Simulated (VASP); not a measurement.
Energy against volume of SiO2 (rutile). These are MS2 meta-GGA, VASP's PBE PAW potentials (set 64) (plane waves; VASP) values and carry that method's errors. Run with 520 eV cut-off, 5×5×8 Γ-centred mesh, Gaussian smearing of 0.050 eV, potentials Si O.

Shape and ions are relaxed at each volume.

```
V (Å³/atom)  E (eV/atom)
-----------  -----------
7.326          -10.72333
7.560          -10.74653
7.793          -10.75394
8.027          -10.74821
```

Task: Fit these four points and predict the energy of the run at 8.261 Å³/atom.

Result: A cubic in V^(−2/3), the third-order Birch-Murnaghan form, passes through the four points with V0 = 7.80 Å³/atom and B0 = 299 GPa, and gives -10.7314 eV/atom there. The run gave -10.7317 eV/atom, -0.3 meV/atom from the fit; all five points give B0 = 296 GPa.

The compound is SiO2 in the rutile structure, stishovite, a high-pressure form. It was relaxed first.
